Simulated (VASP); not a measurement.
Consider the following.

```
PbF2
1.0
    0.00000     2.95914     2.95914
    2.95914     0.00000     2.95914
    2.95914     2.95914     0.00000
Pb F
1 2
Direct
  0.00000   0.00000   0.00000
  0.24578   0.25422   0.25422
  0.75000   0.75000   0.75000
```

Calculation: r2SCAN meta-GGA, VASP's PBE PAW potentials (set 64) (plane waves; VASP). Settings: 600 eV cut-off, 6×6×6 Γ-centred mesh, Gaussian smearing of 0.050 eV, potentials Pb_d F.

Problem. Which forces act on the atoms, in eV/Å?

Solution. 
| atom | Fx | Fy | Fz |
|---|---|---|---|
| Pb1 | 0.019 | 0.000 | 0.000 |
| F2 | -0.065 | 0.000 | 0.000 |
| F3 | 0.046 | 0.000 | 0.000 |

Problem. Give the stress tensor in GPa (positive for a compressed cell).

Solution. 
```
 0.01   0.00   0.00
 0.00   0.00  -0.23
 0.00  -0.23   0.00
```
The pressure is its mean diagonal, 0.00 GPa.

The compound is PbF2 in the fluorite structure, the β form. This cell was strained or had an atom moved on purpose.
